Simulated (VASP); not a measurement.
## AlN (space group P6_3/mmc): computed properties

Level of theory: r2SCAN meta-GGA, VASP's PBE PAW potentials (set 64) (plane waves; VASP).

space group: P6_3/mmc (194)
cell: a = 3.290 Å, b = 3.290 Å, c = 4.133 Å, α = 90.00°, β = 90.00°, γ = 120.00°
volume per atom: 9.68 Å³/atom
band gap (over mesh and band path): 4.08 eV
smallest direct gap (over mesh and band path): 4.08 eV
band-edge character: direct, Γ to Γ
density: 3.51 g/cm³
mean ε∞ (independent particles): 4.28

```xyz
4
Lattice="3.2896 0.0000 0.0000 -1.6448 2.8489 0.0000 0.0000 0.0000 4.1331" Properties=species:S:1:pos:R:3 pbc="T T T"
Al     0.0000     1.8993     3.0998
Al     1.6448     0.9496     1.0333
N      0.0000     1.8993     1.0333
N      1.6448     0.9496     3.0998
```

The structure comes from a computed database's AlN entry (P6_3/mmc); how it stands against other phases isn't given here. It was relaxed first. Symmetry was kept, so distortions that lower it aren't found.
